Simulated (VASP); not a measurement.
The input files of a VASP run:

### POSCAR
```
BN
1
    1.2526904821    -2.1697239507     0.0000000000
    1.2526904821     2.1697239507     0.0000000000
    0.0000000000     0.0000000000     6.8224324282
B N
2 2
Direct
  0.3333330000   0.6666670000   0.2500000000
  0.6666670000   0.3333330000   0.7500000000
  0.6666670000   0.3333330000   0.2500000000
  0.3333330000   0.6666670000   0.7500000000
```

**INCAR**
```
ALGO  =  Normal
EDIFF  =  1E-7
ENCUT  =  600
GGA  =  PS
ISIF  =  2
ISMEAR  =  0
LASPH  =  .TRUE.
LCHARG  =  .FALSE.
LREAL  =  .FALSE.
LWAVE  =  .FALSE.
NELM  =  100
PREC  =  Accurate
SIGMA  =  0.05
SYSTEM  =  BN
```

KPOINTS:
```
kpoints
0
G
  10 10 4
```

POTCAR, in this order: B N (PBE.64 set). Program: vasp_std.

Problem. Translate this PBEsol calculation to Ansatz.

Solution. One equivalent input (not run):
Ansatz 0.2 input:
```yaml
crystal:
  lattice:
    - [1.2526905, -2.1697240, 0.0000000]
    - [1.2526905, 2.1697240, 0.0000000]
    - [0.0000000, 0.0000000, 6.8224324]
  atoms:
    - { symbol: B, position: [0.3333330, 0.6666670, 0.2500000] }
    - { symbol: B, position: [0.6666670, 0.3333330, 0.7500000] }
    - { symbol: N, position: [0.6666670, 0.3333330, 0.2500000] }
    - { symbol: N, position: [0.3333330, 0.6666670, 0.7500000] }
kpoints:
  mp_grid: { grid: [10, 10, 4] }
hamiltonian:
  xc: pbesol
  pseudopotentials: { kind: paw }
scf:
  occupations: { method: gaussian, width: 0.05 }
  max_iter: 100
output: { forces: true, stress: true, eigenvalues: true }
```
Limits of the translation: each code has its own PAW files, so the cut-off isn't converted (ENCUT is set for VASP's; basis.ecutwfc is left out, and Ansatz then takes the one that its files recommend); Ansatz stops its SCF on the density residual and VASP on the energy change (EDIFF).

The compound is BN in the hex structure. It was relaxed first.
